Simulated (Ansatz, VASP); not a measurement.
# Two plane-wave programs on MoPd

Contents of INCAR:

```
SYSTEM = MoPd
PREC = Accurate
ENCUT = 520
EDIFF = 1E-6
ISMEAR = 1
SIGMA = 0.1
LREAL = .FALSE.
LASPH = .TRUE.
NELM = 80
ALGO = Normal
ISIF = 2
LWAVE = .FALSE.
LCHARG = .TRUE.
LELF = .TRUE.
LVHAR = .TRUE.
NBANDS = 19
```

The input KPOINTS:

```
Automatic mesh
0
G
  9 9 5
  0 0 0
```

Contents of POSCAR:

```
MoPd
1.0
    2.8664969745      0.0000000000      0.0000000000
   -1.4332484873      2.4824592906      0.0000000000
    0.0000000000      0.0000000000      4.6850307442
Mo Pd
1 1
Direct
    0.6666666667      0.3333333333      0.5000000000
    0.3333333333      0.6666666667      0.0000000000
```

Input for Ansatz:

```yaml
crystal:
  lattice:
    - [2.8664969745097424, 0.0, 0.0]
    - [-1.4332484872548712, 2.4824592905638414, 0.0]
    - [0.0, 0.0, 4.685030744161209]
  atoms:
    - { symbol: Mo, position: [0.6666666666666666, 0.3333333333333333, 0.5] }
    - { symbol: Pd, position: [0.3333333333333333, 0.6666666666666666, 0.0] }
basis:
  ecutwfc: 500.0
kpoints:
  mp_grid:
    grid: [9, 9, 5]
hamiltonian:
  xc: lda
scf:
  occupations:
    method: cold
    width: 0.1
output:
  stress: true
```

The cell comes from a database or a generator and needn't be the stable form of this composition.

Alike in both runs: task single point; functional LDA; k mesh 9 × 9 × 5; no spin polarisation.

```csv
,VASP,Ansatz
version,VASP 6.6.1,Ansatz 0.2.0
potentials or method,"VASP PAW LDA potentials, release 64 (Mo_sv, Pd)","plane waves, PAW"
plane-wave cutoff (eV),520,500
occupations,"methfessel-paxton of order 1, width 0.1 eV","cold, width 0.1 eV"
valence electrons in the cell,24,32
```

Ansatz gave:

| Quantity | Value |
| --- | --- |
| pressure (GPa) | -27.4 |
| largest component of the traceless stress (GPa) | 0.19 |

Task: What did VASP give for the same quantities?

Result: Pressure (GPa): -27.0; largest component of the traceless stress (GPa): 0.54.

The two sets of potentials don't hold the same shells in valence.

Caveats: so large a pressure means that the cell lies far from this level's equilibrium, or that cutoff or potentials fall short (VASP).
